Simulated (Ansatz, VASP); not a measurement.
# BeB2: VASP beside Ansatz, part 2 of 2

One calculation is typed for both programs; each brings its own data sets. How far apart do they land? The cell is taken from a series of runs on this material, whose earlier steps may have relaxed, scaled, displaced or heated it; both programs get it as it stands.

VASP 6.6.1 and Ansatz 0.2.0.

So far: Set-up; VASP: zone-centre phonons, PBEsol.

**3. Ansatz: zone-centre phonons, PBEsol**

Level of this step: Ansatz beside VASP: Kohn-Sham DFT, plane waves, PBEsol (Ansatz).

Ansatz runs on its default PAW (the set named soft_2) files.

The same cell, functional, mesh and smearing now go to Ansatz, which takes its cutoff from its data sets.

The input, input.yaml:

```yaml
crystal:
  lattice:
    - [2.921252661, 0.0, 0.0]
    - [-1.4606263305, 2.5298790153, 0.0]
    - [0.0, 0.0, 2.8553769829]
  atoms:
    - { symbol: Be, position: [0.0, 0.0, 0.0] }
    - { symbol: B, position: [0.3333333333, 0.6666666667, 0.5] }
    - { symbol: B, position: [0.6666666667, 0.3333333333, 0.5] }
kpoints:
  mp_grid: { grid: [15, 15, 16] }
hamiltonian:
  xc: pbesol
scf:
  occupations: { method: methfessel_paxton, width: 0.15 }
output:
  eigenvalues: true
phonons:
  method: dfpt
  qmesh: [3, 3, 4]
  temperatures: { t_max: 1000, t_step: 50 }
  qpath:
    path:
      - [[0.0, 0.0, 0.0], [0.5, 0.0, 0.0], [0.33333333, 0.33333333, 0.0], [0.0, 0.0, 0.0], [0.0, 0.0, 0.5], [0.5, 0.0, 0.5], [0.33333333, 0.33333333, 0.5], [0.0, 0.0, 0.5]]
      - [[0.5, 0.0, 0.5], [0.5, 0.0, 0.0]]
      - [[0.33333333, 0.33333333, 0.5], [0.33333333, 0.33333333, 0.0]]
    npoints: 10
```

On the command line:

```sh
$ ansatz run input.yaml --threads 4 --pin off --max-ram 7168MiB --backend cpu --events-out ev --progress --plain --runs-dir out
```

Numbers of over 12 decimals in the logs are rounded to 6 here.

The log of the run:

```text
Warning: phonons: the dynamical matrix that this run interpolates holds no multipole term above the dipole-dipole one, and a site of this crystal is no centre of inversion, so its interpolated transverse optical and acoustic branches and sound speeds can stay off near Gamma, and the density of states and the thermodynamics with them. What a run solves at a wave vector of phonons.qpoints, Gamma apart, where the deck admits one, is free of this, and under fd what a larger phonons.supercell samples
Engine: ansatz 0.2.0, aarch64-unknown-linux-gnu
Pseudopotentials: kind: paw
Pseudopotential: Be, paw, valence charge 2, recommended cutoff 420 eV (normal), Be.paw.azcp
Pseudopotential: B, paw, valence charge 3, recommended cutoff 420 eV (normal), B.paw.azcp
Functional definition: PBEsol
  exchange = pbesol_x
  correlation = pbesol_c
Crystal: 3 atoms, lattice volume = 21.102 Å³
Basis set: ecut = 420 eV, 405 PW (Γ), exchange–correlation on 40×40×40 points (8 copies of the dense FFT grid, shifted against one another)
Bands: 8, of which v1, the nominal top of the filled ones, is band 4 counted from 1 (3 counted from 0)
Symmetry: 24 space group operations
k-points: 243 of 3600
Non-local potential: Be, projectors of the file, l = 0: 2, l = 1: 2, l = 2: 1
Non-local potential: B, projectors of the file, l = 0: 2, l = 1: 2, l = 2: 1
PAW form: soft (Blöchl's): semilocal exchange-correlation on the pseudo side does not see the compensation charge
PAW frozen core: Be, regenerated for the run's functional, and the local potential with it (the file was generated under x = pbe(κ = 0.804, μ = 0.219515), c = pbe(β = 0.066725))
PAW frozen core: B, regenerated for the run's functional, and the local potential with it (the file was generated under x = pbe(κ = 0.804, μ = 0.219515), c = pbe(β = 0.066725))
PAW one-centre angular grid: Be, 110 points (default); XC on 64 Gauss nodes
PAW one-centre angular grid: B, 110 points (default); XC on 64 Gauss nodes
Initial density: superposition of atomic densities (neutral atoms: chi_scale 0, normalization atom), corrected by the library's trained network
Initial wavefunctions: pseudopotential atomic-orbital guess
Functional: x = pbesol(κ = 0.804, μ = 0.123457), c = pbesol(β = 0.046)
SCF iter   1: F=—  HF=-395.358257 eV  |F-HF|=—  |Δ(HF+E_count)|=         —  Δρ=3.60e-3  dr2=2.78e-3  ethr=1.77e-3  ⟨swp⟩=5.2  Hψ=14161  notcnv=0
preconditioner: auto → none  [metal: Δε(μ)=0.006 eV  Ē_g=12.464 eV  σ=0.150 eV  W_gap=0.03  n_scr=2 (ndim 8)  ℏωp=22.9 eV  f_vac=0.000  D(μ)=0.49/eV (n_scr^D=0)  sad-step TF]
SCF iter   2: F=—  HF=-395.357663 eV  |F-HF|=—  |Δ(HF+E_count)|=   5.94e-4  S|Δr|=    0.00e0  Δρ=2.17e-3  dr2=1.05e-3  ethr=3.47e-5  ⟨swp⟩=1.0  Hψ=3888  notcnv=0
SCF iter   3: F=—  HF=-395.357346 eV  |F-HF|=—  |Δ(HF+E_count)|=   3.17e-4  S|Δr|=    0.00e0  Δρ=1.26e-4  dr2=1.83e-6  ethr=1.31e-5  ⟨swp⟩=2.2  Hψ=2831  notcnv=0
SCF iter   4: F=—  HF=-395.357346 eV  |F-HF|=—  |Δ(HF+E_count)|=   1.70e-7  S|Δr|=    0.00e0  Δρ=3.41e-5  dr2=3.75e-7  ethr=2.29e-8  ⟨swp⟩=2.2  Hψ=2788  notcnv=0
SCF iter   5: F=—  HF=-395.357346 eV  |F-HF|=—  |Δ(HF+E_count)|=   4.66e-7  S|Δr|=    0.00e0  Δρ=8.78e-6  dr2=2.32e-8  ethr=4.69e-9  ⟨swp⟩=2.3  Hψ=2765  notcnv=0
SCF iter   6: F=—  HF=-395.357346 eV  |F-HF|=—  |Δ(HF+E_count)|=   8.16e-9  S|Δr|=    0.00e0  Δρ=2.12e-6  dr2=1.33e-9  ethr=2.90e-10  ⟨swp⟩=2.1  Hψ=2756  notcnv=0
SCF iter   7: F=—  HF=-395.357346 eV  |F-HF|=—  |Δ(HF+E_count)|=  4.86e-10  S|Δr|=    0.00e0  Δρ=3.05e-7  dr2=2.75e-11  ethr=1.66e-11  ⟨swp⟩=2.1  Hψ=2763  notcnv=0
SCF iter   8: F=-395.357346 eV  HF=-395.357346 eV  |F-HF|=0.00e0  |Δ(HF+E_count)|=  9.66e-12  S|Δr|=    0.00e0  Δρ=2.21e-8  dr2=1.42e-13  ethr=1.00e-12  ⟨swp⟩=5.3  Hψ=6995  notcnv=0
the search or the solves at the SCF's close seem to have found levels that the self-consistency loop had missed (the run counts 1). By its estimate they hold under 1e-12 electrons; where the run keeps them, the occupations were computed again with them
SCF 1 converged in 8 iterations: F = -395.357346 eV  dr2 = 1.42e-13
  greatest PAW one-centre occupation: 0.544 electrons in one spin orbital (limit 2), on the B atom at site 2 (counted from 0), in its partial waves of l = 0
Initial density: read from a saved state, or passed on in memory by an earlier SCF of this step, an earlier step, the calling program or the single point that the run made first
iter 1 solved again at ethr=4.20e-8 eV; its pass at ethr=3.10e-3 eV (dr2=3.36e-6 eV) is discarded
SCF iter   1: F=—  HF=-395.357346 eV  |F-HF|=—  |Δ(HF+E_count)|=         —  Δρ=1.14e-7  dr2=1.62e-12  ethr=4.20e-8  ⟨swp⟩=2.8  Hψ=19365  notcnv=0
eigensolver tolerance schedule: the retry pair's looser diagonalisation over-reported the residual by 2079012.40 of it (diagonalisation noise at an unbounded share of the residual, at the tolerance the schedule requests for it); recorded, not acted on — ethr = c·dr2/N_el stays at c = 1.0e-1
preconditioner: auto → none  [metal: Δε(μ)=0.013 eV  Ē_g=12.471 eV  σ=0.150 eV  W_gap=0.07  n_scr=2 (ndim 8)  ℏωp=22.9 eV  f_vac=0.000  D(μ)=0.50/eV (n_scr^D=0)]
SCF iter   2: F=—  HF=-395.357346 eV  |F-HF|=—  |Δ(HF+E_count)|=   1.96e-7  S|Δr|=    0.00e0  Δρ=6.09e-8  dr2=7.90e-13  ethr=1.00e-12  ⟨swp⟩=4.7  Hψ=7764  notcnv=0
[...]
NSCF: frozen V_eff on 2048 k-points
DFPT response loops at q = (0, 0, 0.25) (fractional): mixed as the last ones told, above
NSCF: frozen V_eff on 1152 k-points
DFPT response loops at q = (0, 0, -0.5) (fractional): mixed as the last ones told, above
NSCF: frozen V_eff on 2160 k-points
DFPT response loops at q = (0, 0.333333, 0) (fractional): mixed as the last ones told, above
NSCF: frozen V_eff on 3840 k-points
DFPT response loops at q = (0, 0.333333, 0.25) (fractional): mixed as the last ones told, above
NSCF: frozen V_eff on 2160 k-points
DFPT response loops at q = (0, 0.333333, -0.5) (fractional): mixed as the last ones told, above
NSCF: frozen V_eff on 2160 k-points
DFPT response loops at q = (0.333333, 0.333333, 0) (fractional): mixed as the last ones told, above
NSCF: frozen V_eff on 3840 k-points
DFPT response loops at q = (0.333333, 0.333333, 0.25) (fractional): mixed as the last ones told, above
NSCF: frozen V_eff on 2160 k-points
DFPT response loops at q = (0.333333, 0.333333, -0.5) (fractional): mixed as the last ones told, above
SCF converged after 8 iterations
Stability not checked: this state was not tested for a lower state beside it, because cold or Methfessel-Paxton smearing, or corrected tetrahedra, fill the levels in a way that the test cannot read (fill_not_monotonic; see scf.lower_state_search)
Free energy (F): -395.357346 eV
Harris-Foulkes:  -395.357346 eV  (|F-HF|=0.00e0)
Internal energy: -395.357145 eV  (E = F + TS)
E sigma→0 (E₀):  -395.357296 eV
Entropy (-TS):   -0.000202 eV (-0.067 meV/atom)
Fermi energy:    9.670122 eV
--- Per-component energies (eV) ---
  E_band       = 29.513351
  E_kinetic    = 120.376366
  E_local      = -38.607511  (includes V_loc(G=0)·N_el)
  E_nonlocal   = 27.244513
  E_hartree    = 12.712349
  E_xc         = -84.531502
  E_vxc        = -98.255944  (∫ρ·V_xc dr)
  E_paw        = -208.071817  (= ΣΔE_a)
  E_vpaw       = -6.668765  (= ΣTr[D̂ρ^β])
  E_aug_tail   = -0.000005  (compensation charges beyond the density's cutoff)
  E_ewald      = -224.518491
  E_core_change = 0.038953  (= ΣΔE_core)
  E_smearing   = -0.000202  (= −TS)
  E_closure    = -0.000000  (closes the sum)
  Σ components = -395.357346   (vs F -395.357346, Δ=0.00e0)
--- Band table (eV; the first three rows and the last of 243) ---
  k-point 0: bands = ["-4.9052", "7.4372", "9.5334", "9.5334", "13.3089", "13.3089", "15.2327", "19.1582"]
  k-point 1: bands = ["-4.8532", "7.0448", "9.5625", "9.5625", "13.3756", "13.3756", "15.7439", "19.1067"]
  k-point 2: bands = ["-4.6979", "6.0924", "9.6468", "9.6468", "13.5755", "13.5755", "17.0437", "18.9686"]
  k-point 242: bands = ["2.6041", "3.3636", "3.3636", "5.8029", "5.8029", "11.6162", "19.5649", "23.7115"]
--- Phonons (Γ-DFPT): 4 representative perturbations + reference (Σ response iterations 10) ---
  ASR residual: 6.765e-5 → 0.000e0 eV/Å²; symmetrization residual: 1.773e-7 eV/Å²
  ASR residual per site (eV/Å²): 6.76e-5 1.20e-5 1.20e-5
  Γ frequencies (cm⁻¹): 0.00 0.00 0.00 220.54 335.48 335.48 635.25 889.59 889.59
--- Phonons (arbitrary-q DFPT): 9 irreducible q on the 3×3×4 mesh ---
  q = [0.0000, 0.0000, 0.0000] (star 1, of the zone-centre solve; hermiticity 2.16e-8, symmetrization 3.92e-15): 0.00 0.00 0.00 220.54 335.48 335.48 635.25 889.59 889.59
  q = [0.0000, 0.0000, 0.2500] (star 2, 4 solved perturbations in 2912 linear systems a pass and spin channel, the states on 1024 of 3600 k-point pairs; hermiticity 1.99e-8, symmetrization 1.14e-12): 51.12 51.12 272.28 284.87 284.87 344.90 575.09 886.21 886.21
  q = [0.0000, 0.0000, -0.5000] (star 1, 4 solved perturbations in 1638 linear systems a pass and spin channel, the states on 576 of 3600 k-point pairs; hermiticity 6.55e-10, symmetrization 3.36e-10): 94.16 94.16 114.93 114.93 168.81 389.20 426.24 733.69 733.69
  q = [0.0000, 0.3333, 0.0000] (star 6, 6 solved perturbations on 1080 of 3600 k-point pairs; hermiticity 9.79e-9, symmetrization 2.40e-10): 91.50 217.83 224.98 266.25 374.24 550.97 682.53 959.82 967.25
  q = [0.0000, 0.3333, 0.2500] (star 12, 6 solved perturbations on 1920 of 3600 k-point pairs; hermiticity 9.20e-9, symmetrization 4.60e-9): 214.45 231.48 259.62 316.82 369.36 474.42 685.89 947.07 982.03
  q = [0.0000, 0.3333, -0.5000] (star 6, 6 solved perturbations on 1080 of 3600 k-point pairs; hermiticity 4.50e-9, symmetrization 2.14e-10): 232.35 243.86 355.81 368.56 384.52 425.59 693.43 944.61 1002.85
  q = [0.3333, 0.3333, 0.0000] (star 2, 4 solved perturbations in 2988 linear systems a pass and spin channel, the states on 1080 of 3600 k-point pairs; hermiticity 1.38e-6, symmetrization 3.19e-7): 122.65 265.44 265.44 374.66 374.66 634.00 799.02 799.02 1003.58
  q = [0.3333, 0.3333, 0.2500] (star 4, 4 solved perturbations in 5312 linear systems a pass and spin channel, the states on 1920 of 3600 k-point pairs; hermiticity 1.33e-6, symmetrization 3.47e-7): 243.72 250.72 250.72 396.42 396.42 646.81 809.00 809.00 996.73
  q = [0.3333, 0.3333, -0.5000] (star 2, 4 solved perturbations in 2988 linear systems a pass and spin channel, the states on 1080 of 3600 k-point pairs; hermiticity 9.46e-7, symmetrization 2.48e-7): 266.57 266.57 323.64 421.52 421.52 656.16 818.67 818.67 971.14
  sum rule: each row above includes the acoustic sum rule's correction from the zone centre's row sums; it moved no ω² by more than (1.43 cm⁻¹)²
  mesh force constants: q→R imaginary residual 0.00e0; ASR residual 6.765e-5 → 0.000e0 eV/Å²; symmetrization residual 2.487e-14 eV/Å²
  interpolated dispersion: 93 rows × 9 modes
  density of states and harmonic sums: on the 24×24×24 q-mesh, interpolated from the force constants of a 3×3×4 supercell (no non-analytic term)
  largest difference from the sums on the solved wave vectors: F 3.62e-3 eV, S 7.41e-6 and C_V 6.33e-6 eV/K
  zero-point energy: 0.276273 eV/cell   skipped modes (ω ≤ 0): 18, of them read as no rigid motion or as one in doubt: 15 (9.549e-3 modes/cell left out, lowest -48.99 cm⁻¹)   left out of the sums: 1.09e-3 of the cell's modes: C_V's classical limit lies that fraction below 3 k_B per atom; for a crystal, a wire or a layer, F and S can be off by more, and a phonons.interpolated_qmesh denser along its periods is the remedy for the sampling
```

**4. Differences**

Known differences besides the potentials themselves: VASP's run holds the zone centre alone; the cutoff is 420 eV in Ansatz and 600 eV in VASP; Ansatz makes its cores anew for this functional, VASP keeps those of its PBE data sets. Total energies have different zeros and are not compared.

The two programs side by side:

| quantity | Ansatz | VASP | difference |
| --- | --- | --- | --- |
| optical mode 1 (cm⁻¹) | 220.5 | 233.9 | -5.70 % |
| optical mode 2 to 3 (cm⁻¹) | 335.5 | 341.8 | -1.85 % |
| optical mode 4 (cm⁻¹) | 635.2 | 635.1 | +0.02 % |
| optical mode 5 to 6 (cm⁻¹) | 889.6 | 893.6 | -0.45 % |

Modes are paired by rising frequency, not by their patterns, so a pair may set unlike modes beside each other; they are those without the splitting of longitudinal modes.

**5. Outcome**

* r.m.s. difference of the optical zone-centre modes, each program's sorted by frequency (zone-centre phonons, PBEsol): 7.0 cm⁻¹
* difference in optical mode 1 (zone-centre phonons, PBEsol): -5.7 %

**Reading.** The r.m.s. difference of the optical zone-centre modes, each program's sorted by frequency is 7.0 cm⁻¹ (zone-centre phonons, PBEsol). Among the rows given in per cent, the largest difference of the zone-centre phonons, PBEsol pair is in optical mode 1, -5.7 %. What causes the difference of the zone-centre phonons, PBEsol pair stays open here. How closely two codes agree says nothing of how well the functional describes the real material.

[Lines on the potential files, build, host, timing and source positions are cut from VASP's logs without a mark.]

[Logs are printed without paths, hosts, clocks, repeated set-up lines and the standing remarks that a program may print on its own settings, such as how far it seeks lower states.]

[Hosts, paths, dates, database ids (printed as entryN), source tags and the programs' standing remarks are cut or masked in the printed files.]
